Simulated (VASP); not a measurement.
Data:

```
Gd
1.0
    1.81500    -3.14367     0.00000
    1.81500     3.14367     0.00000
    0.00000     0.00000     5.78000
Gd
2
Direct
  0.33333   0.66667   0.25000
  0.66667   0.33333   0.75000
```

Calculation: PBE GGA, VASP's PBE PAW potentials (set 64) (plane waves; VASP). Settings: 400 eV cut-off, 5×5×3 Monkhorst-Pack mesh, first-order Methfessel-Paxton smearing of 0.10 eV, potentials Gd_3.

The 4f electrons are frozen in the core of the lanthanide potential, so 4f levels, which can set the real gap, and their magnetism are missing.

Question: Give the stress tensor in GPa (positive for a compressed cell).

Answer: 
```
 0.77   0.00   0.00
 0.00   0.77   0.00
 0.00   0.00  -1.63
```
The pressure is its mean diagonal, -0.03 GPa.

The compound is Gd in the hcp structure. The cell was not relaxed at this level. The k-mesh is coarse (spacing up to 0.40 per Å, 2π included), so the numbers may not be converged in it. The run is one of a series of settings (KPOINTS 5×5×3 Monkhorst-Pack mesh against the base run), some of them coarse on purpose.
